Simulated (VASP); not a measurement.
Input for VASP

**INCAR**
```
AGGAC  =  0.0
ALGO  =  Normal
EDIFF  =  1E-6
EDIFFG  =  -0.01
ENCUT  =  520
GGA  =  ML
IBRION  =  2
ISIF  =  3
ISMEAR  =  0
LASPH  =  T
LCHARG  =  F
LMAXMIX  =  4
LREAL  =  F
LUSE_VDW  =  T
LWAVE  =  F
NELM  =  100
NSW  =  60
PREC  =  Accurate
SIGMA  =  0.05
SYSTEM  =  AlAs
ZAB_VDW  =  -1.8867
```

**POSCAR**
```
AlAs
1.0
  0.0000000000   2.9175632193   2.9175632193
  2.9175632193   0.0000000000   2.9175632193
  2.9175632193   2.9175632193   0.0000000000
Al As
1 1
Cartesian
  0.0000000000   0.0000000000   0.0000000000
  1.4587816096   1.4587816096   1.4587816096
```

### KPOINTS
```
K-points
0
gamma
  7 7 7
```

POTCAR, in this order: Al As (PBE.64 set). Program: vasp_std.

Problem. Translate this vdW-DF2 calculation to Quantum ESPRESSO's pw.x.

Solution. One equivalent input (not run):
```
&CONTROL
  calculation = 'vc-relax'
  pseudo_dir = './pseudo'
  outdir = './out'
  tprnfor = .true.
  tstress = .true.
  nstep = 60
  forc_conv_thr = 0.00039
/
&SYSTEM
  ibrav = 0
  nat = 2
  ntyp = 2
  ecutwfc = 84
  occupations = 'smearing'
  smearing = 'gaussian'
  degauss = 0.003675
  input_dft = 'vdw-df2'
/
&ELECTRONS
  conv_thr = 7.3e-08
  electron_maxstep = 100
/
&IONS
/
&CELL
/
ATOMIC_SPECIES
  Al 26.982 Al.upf
  As 74.922 As.upf
CELL_PARAMETERS angstrom
     0.0000000    2.9175632    2.9175632
     2.9175632    0.0000000    2.9175632
     2.9175632    2.9175632    0.0000000
ATOMIC_POSITIONS crystal
  Al   0.0000000  0.0000000  0.0000000
  As   0.2500000  0.2500000  0.2500000
K_POINTS automatic
  7 7 7 0 0 0
```
What does not carry over: the potentials are each code's own (VASP's PAW set, PseudoDojo norm-conserving files in pw.x), so ENCUT and ecutwfc are chosen apart and not converted; conv_thr bounds pw.x's estimated SCF error, while EDIFF bounds the energy change between steps; forc_conv_thr acts on force components and is met together with etot_conv_thr.

The compound is AlAs in the zinc blende structure. It was relaxed first, which changed the volume by +10 %. The start is the result of an earlier pass.
